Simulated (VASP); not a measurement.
VASP input:

File KPOINTS:
```
Automatic mesh
0
Gamma
7 7 2
0 0 0
```

POSCAR:
```
MoS2
1
    3.1769896524    -0.0000000000     0.0000000000
   -1.5884948262     2.7513532814    -0.0000000000
    0.0000000000    -0.0000000000    14.8197532249
Mo S
1 2
Direct
  0.0000000000   1.0000000000   1.0000000000
  0.3333330000   0.6666670000   0.1034985573
  0.3333330000   0.6666670000   0.8965014427
```

### INCAR
```
SYSTEM = MoS2
PREC = Accurate
ENCUT = 400
EDIFF = 1E-6
NELM = 100
ALGO = Normal
LREAL = .FALSE.
LASPH = .TRUE.
ISMEAR = 0
SIGMA = 0.05
METAGGA = R2SCAN
LMIXTAU = .TRUE.
LMAXMIX = 4
LWAVE = .FALSE.
LCHARG = .FALSE.
IBRION = 2
ISIF = 3
NSW = 60
EDIFFG = -0.02
```

POTCAR, in this order: Mo_sv S (PBE.64 set). Program: vasp_std.

Question: Write an equivalent input for Ansatz.

Answer: One equivalent input (not run):
Ansatz 0.2 input:
```yaml
crystal:
  lattice:
    - [3.1769897, 0.0000000, 0.0000000]
    - [-1.5884948, 2.7513533, 0.0000000]
    - [0.0000000, 0.0000000, 14.8197532]
  atoms:
    - { symbol: Mo, position: [0.0000000, 1.0000000, 1.0000000] }
    - { symbol: S, position: [0.3333330, 0.6666670, 0.1034986] }
    - { symbol: S, position: [0.3333330, 0.6666670, 0.8965014] }
kpoints:
  mp_grid: { grid: [7, 7, 2] }
hamiltonian:
  xc: r2scan
  pseudopotentials: { kind: paw }
scf:
  occupations: { method: gaussian, width: 0.05 }
  max_iter: 100
relax:
  max_steps: 60
  f_tol: 0.02
  cell: {}
output: { forces: true, stress: true, eigenvalues: true }
```
What does not carry over: each code has its own PAW files, so the cut-off isn't converted (ENCUT is set for VASP's; basis.ecutwfc is left out, and Ansatz then takes the one that its files recommend); Ansatz stops its SCF on the density residual and VASP on the energy change (EDIFF).

The cell is a sheet with vacuum, built from a database entry that may be metastable or hypothetical.
